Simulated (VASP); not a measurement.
Here is a VASP 6.6.1 calculation.

File INCAR:

```
SYSTEM = Mo
PREC = Accurate
ENCUT = 520
EDIFF = 1E-7
ISMEAR = 0
SIGMA = 0.1
LREAL = .FALSE.
LASPH = .TRUE.
NELM = 80
ALGO = Normal
ISIF = 2
LWAVE = .FALSE.
LCHARG = .FALSE.
GGA = PE
```

KPOINTS

```
regular mesh
0
G
  12 12 12
  0 0 0
```

File POSCAR:

```
Mo
1.0
   -1.5734150000      1.5734150000      1.5734150000
    1.5734150000     -1.5734150000      1.5734150000
    1.5734150000      1.5734150000     -1.5734150000
Mo
1
Direct
    0.0000000000      0.0000000000      0.0000000000
```

Potentials or basis: VASP PAW PBE potentials, release 64 (Mo_sv).

Command:

```bash
$ cat potpaw_PBE.64/Mo_sv/POTCAR > POTCAR
$ mpirun -np 1 vasp_std > vasp.out
```

(1) Estimate the pressure.

(2) Estimate the band gap on the k mesh.

Results:

(1) 3.9 GPa.

(2) none (metal or under the smearing width).
